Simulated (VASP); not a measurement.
Data:

```
CELL_PARAMETERS angstrom
      0.00000     2.57000     2.57000
      2.57000     0.00000     2.57000
      2.57000     2.57000     0.00000
ATOMIC_POSITIONS crystal
  Li 0.00000 0.00000 0.00000
  Cl 0.50000 0.50000 0.50000
```
Cell charge -0.02.

Calculation: PBE GGA, VASP's PBE PAW potentials (set 64) (plane waves; VASP). Run with NELECT = 10.02, 520 eV cut-off, 8×8×8 Γ-centred mesh, Gaussian smearing of 0.050 eV, potentials Li_sv Cl.

The cell is charged, with a uniform compensating background.

Give the stress tensor in GPa (positive for a compressed cell).

```
1.18  0.00  0.00
0.00  1.18  0.00
0.00  0.00  1.18
```
The pressure is its mean diagonal, 1.18 GPa.

The compound is LiCl in the rock salt structure. The cell was not relaxed at this level. The run is one of a series of settings (NELECT = 10.02 against the base run), some of them coarse on purpose.
